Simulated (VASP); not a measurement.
An input for Ansatz (written as the equivalent of a VASP run, and not itself run):

Ansatz 0.2 input:
```yaml
crystal:
  lattice:
    - [2.8009448, 0.0000000, 0.0000000]
    - [0.0000000, 2.8009448, 0.0000000]
    - [0.0000000, 0.0000000, 3.7008460]
  atoms:
    - { symbol: Cu, position: [0.0000000, 0.0000000, 0.0000000] }
    - { symbol: Au, position: [0.5000000, 0.5000000, 0.5000000] }
kpoints:
  mp_grid: { grid: [13, 13, 10] }
hamiltonian:
  xc: pbe
  pseudopotentials: { kind: paw }
scf:
  occupations: { method: methfessel_paxton, width: 0.1 }
  max_iter: 100
relax:
  max_steps: 40
  f_tol: 0.02
  cell: { p_target: 5 }
output: { forces: true, stress: true, eigenvalues: true }
```

Problem. Write the VASP files for the same calculation (PBE).

Solution. One answer among several that fit: 
### KPOINTS
```
K-points
0
gamma
  13 13 10
```

### INCAR
```
! general
SYSTEM  = CuAu
PREC    = Accurate
ENCUT   = 500   ! plane-wave cut-off (eV)
LREAL   = .FALSE.   ! projection in real space or not
LASPH   = .TRUE.   ! aspherical one-centre terms

! electronic loop
EDIFF   = 1E-6   ! SCF stop (eV)
NELM    = 100   ! most electronic steps
ALGO    = Normal   ! blocked Davidson
LMAXMIX = 6

! smearing
ISMEAR  = 1   ! Methfessel-Paxton
SIGMA   = 0.1   ! width (eV)

! functional
GGA     = PE   ! PBE

! ions
IBRION  = 2
NSW     = 40   ! most ionic steps
ISIF    = 3   ! ions, shape and volume
EDIFFG  = -0.02
PSTRESS = 50   ! kbar

! output
LWAVE   = .FALSE.
LCHARG  = .FALSE.
```

File POSCAR:
```
CuAu
1
    2.8009448431     0.0000000000    -0.0000000000
    0.0000000000     2.8009448431    -0.0000000000
    0.0000000000     0.0000000000     3.7008459539
Cu Au
1 1
Direct
  0.0000000000   0.0000000000   0.0000000000
  0.5000000000   0.5000000000   0.5000000000
```

POTCAR, in this order: Cu Au (PBE.64 set). Program: vasp_std.

What does not carry over: each code has its own PAW files, so the cut-off isn't converted (ENCUT is set for VASP's; basis.ecutwfc is left out, and Ansatz then takes the one that its files recommend); Ansatz stops its SCF on the density residual and VASP on the energy change (EDIFF).

The compound is CuAu in the L1_0 structure. It was relaxed first under an external pressure of 5 GPa.
